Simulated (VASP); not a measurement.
The system is OAlClH2, in a box.

```
O Al Cl H
1.0
    13.00000    0.00000    0.00000
     0.00000   13.00000    0.00000
     0.00000    0.00000   11.00000
O Al Cl H
1 1 1 2
Direct
  0.43045 0.54093 0.45663
  0.54900 0.52662 0.51590
  0.60161 0.37968 0.56365
  0.38358 0.48555 0.44253
  0.61842 0.62355 0.53450
```

Base run:

| Quantity | Value |
| --- | --- |
| Program | VASP 6.6.1 |
| Functional | PBE0 |
| Dispersion | TS |
| Potentials or basis | VASP PAW PBE potentials, release 64 (O, Al, Cl, H) |
| Cutoff | 520 eV |
| k mesh | 1 × 1 × 1 |
| Occupations | gaussian, width 0.01 eV |
| Spin | no spin polarisation |

Its results: gap between the frontier levels 8.29 eV; largest force 0.085 eV/Å.

The run is repeated on the same cell with these changes: functional from PBE0 to PBE; further incar settings from ALGO = Normal; EDIFF = 1e-06 to ALGO = Normal; EDIFF = 1e-07. What comes out?

Gap between the frontier levels 6.12 eV; largest force 0.595 eV/Å.

Caveats: the PAW data sets were made with another functional, which shifts forces and pressure a little (some runs).

